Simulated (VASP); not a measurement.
PbTe (rock salt) is relaxed at rising pressure, each step from the one before. Symmetry mostly holds the structure type, and other phases were not tried. The mesh follows the cell, and a change of mesh leaves a small step in the series.

Input:

```
PbTe
1.0
    0.00000     3.28187     3.28187
    3.28187     0.00000     3.28187
    3.28187     3.28187     0.00000
Te Pb
1 1
Direct
  0.50000   0.50000   0.50000
  0.00000   0.00000   0.00000
```

These are PBE GGA, VASP's PBE PAW potentials (set 64) (plane waves; VASP 6.6.1) values and carry that method's errors. Settings: 500 eV cut-off, 7×7×7 Γ-centred mesh, Gaussian smearing of 0.050 eV, potentials Te Pb_d.

Unless said otherwise, spin-orbit coupling is left out, though it shifts the bands of the heavy elements here.

```
P (GPa)  V (Å³/atom)  H − H(0) (eV/atom)  space group  k-mesh
-------  -----------  ------------------  -----------  ------
0              35.35               0.000        Fm-3m   7×7×7
5                [?]                 [?]        Fm-3m   7×7×7
10             29.72               2.007        Fm-3m   7×7×7
20             26.84               3.769        Fm-3m   8×8×8
30               [?]                 [?]        Fm-3m   8×8×8
45             22.87               7.611        Fm-3m   8×8×8
```

Task: What belongs in the gaps?

Result: 
- 5, V (Å³/atom): 31.96
- 5, H − H(0) (eV/atom): 1.047
- 30, V (Å³/atom): 24.91
- 30, H − H(0) (eV/atom): 5.380

Pressures at which the relaxation failed are left out.

The compound is PbTe in the rock salt structure.
